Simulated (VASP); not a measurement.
Energy against volume of BP (zinc blende). Calculation: TPSS meta-GGA, VASP's PBE PAW potentials (set 64) (plane waves; VASP). Run with 520 eV cut-off, 10×10×10 Γ-centred mesh, Gaussian smearing of 0.050 eV, potentials B P.

| V (Å³/atom) | E (eV/atom) |
|---|---|
| 11.030 | -9.36920 |
| 11.382 | -9.38728 |
| 11.734 | -9.39303 |
| 12.086 | -9.38808 |

**Question.** Fit these four points and predict the energy of the run at 12.438 Å³/atom.

**Answer.** A cubic in V^(−2/3), the third-order Birch-Murnaghan form, passes through the four points with V0 = 11.74 Å³/atom and B0 = 162 GPa, and gives -9.3738 eV/atom there. The run gave -9.3739 eV/atom, -0.1 meV/atom from the fit; all five points give B0 = 162 GPa.

The compound is BP in the zinc blende structure. It was relaxed first.
